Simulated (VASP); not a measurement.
Input:

```yaml
crystal:
  lattice:
    - [2.65567, 0.00000, 0.00000]
    - [0.00000, 2.73818, 0.00000]
    - [0.00000, 0.00000, 3.63369]
  atoms:
    - { symbol: Fe, position: [0.00000, 0.00000, 0.00000], spin: 3.0 }
    - { symbol: Pt, position: [0.51488, 0.50000, 0.50000] }
```

All values below come from PBE GGA + U (Dudarev), VASP's PBE PAW potentials (set 64) (plane waves; VASP). Numerical set-up: 400 eV cut-off, 12×12×9 Γ-centred mesh, first-order Methfessel-Paxton smearing of 0.10 eV, potentials Fe Pt, U − J: Fe 8.00 eV.

Unless said otherwise, spin-orbit coupling is left out, though it shifts the bands of the heavy elements here.

Task: What does the run give for the cell moment, energy per atom (σ→0), pressure, largest force, band gap (on the k-mesh) with the smallest direct gap where there is one?

Result: 
```json
{
  "band gap (on the k-mesh)": "none (metal, semimetal or under 0.01 eV)",
  "cell_moment": "3.99 μB",
  "energy per atom (σ→0)": "-5.065 eV/atom",
  "pressure": "263.9 kbar",
  "largest_force": "0.236 eV/Å"
}
```

Task: Give the moment on each site (PAW-sphere projection).

Result: 
```
site  moment (μB)
----  -----------
Fe1          3.84
Pt2          0.25
```

The compound is FePt in the L1_0 structure. The cell was not relaxed at this level, atoms are displaced from their ideal sites. The run is one of a series of settings (LDAU = .TRUE., LDAUJ = 0 0, LDAUL = 2 -1, LDAUTYPE = 2, LDAUU = 8.0 0 against the base run), some of them coarse on purpose.
